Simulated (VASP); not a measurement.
# AlIn3As4 (ordered alloy cell): computed properties

These are PBEsol GGA, VASP's PBE PAW potentials (set 64) (plane waves; VASP) values and carry that method's errors.

```yaml
space_group: P-43m (215)
cell: a = b = c = 5.982 Å, α = β = γ = 90.00°
volume_per_atom: 26.75 Å³/atom
band gap (over mesh and band path): 0.19 eV
smallest direct gap (over mesh and band path): 0.19 eV
band_edge_character: direct, Γ to Γ
density: 5.21 g/cm³
```

```
AlIn3As4
1.0
    5.98171     0.00000     0.00000
    0.00000     5.98171     0.00000
    0.00000     0.00000     5.98171
In As Al
3 4 1
Direct
  0.00000   0.00000   0.00000
  0.50000   0.50000   0.00000
  0.50000   0.00000   0.50000
  0.23945   0.26055   0.26055
  0.76055   0.73945   0.26055
  0.76055   0.26055   0.73945
  0.23945   0.73945   0.73945
  0.00000   0.50000   0.50000
```

Unless said otherwise, spin-orbit coupling is left out, though it shifts the bands of the heavy elements here.

The structure was generated: AlIn3As4 was put into an ordered model structure (P-43m), which need not be its known phase. It was relaxed first. Symmetry was kept, so distortions that lower it aren't found.
